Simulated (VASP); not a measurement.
Data:

```xyz
2
Lattice="0.0000 2.4900 2.4900 2.4900 0.0000 2.4900 2.4900 2.4900 0.0000" Properties=species:S:1:pos:R:3 pbc="T T T"
Gd     0.0000     0.0000     0.0000
N      2.4900     2.4900     2.4900
```

The numbers are results of PBEsol GGA, VASP's PBE PAW potentials (set 64) (plane waves; VASP 6.6.1), not measurements. Settings: 520 eV cut-off, 8×8×8 Γ-centred mesh, Gaussian smearing of 0.050 eV, potentials Gd_3 N.

The 4f electrons are frozen in the core of the lanthanide potential, so 4f levels, which can set the real gap, and their magnetism are missing. Energy and stress use the plane-wave basis of the starting cell.

Question: The ions, cell shape and volume are relaxed. What does this cell relax into?

Answer: 
```xyz
2
Lattice="0.0000 2.4627 2.4627 2.4627 0.0000 2.4627 2.4627 2.4627 0.0000" Properties=species:S:1:pos:R:3 pbc="T T T"
Gd     0.0000     0.0000     0.0000
N      2.4627     2.4627     2.4627
```
Space group Fm-3m (225), at a tolerance of 0.03 Å.

Question: How do energy and volume change from the first to the last step?

Answer: The energy (σ→0) changes by -8.6 meV/atom and the volume by -3.3 %, in 3 ionic steps.

The compound is GdN in the rock salt structure. This run relaxes it. Symmetry was kept, so distortions that lower it aren't found.
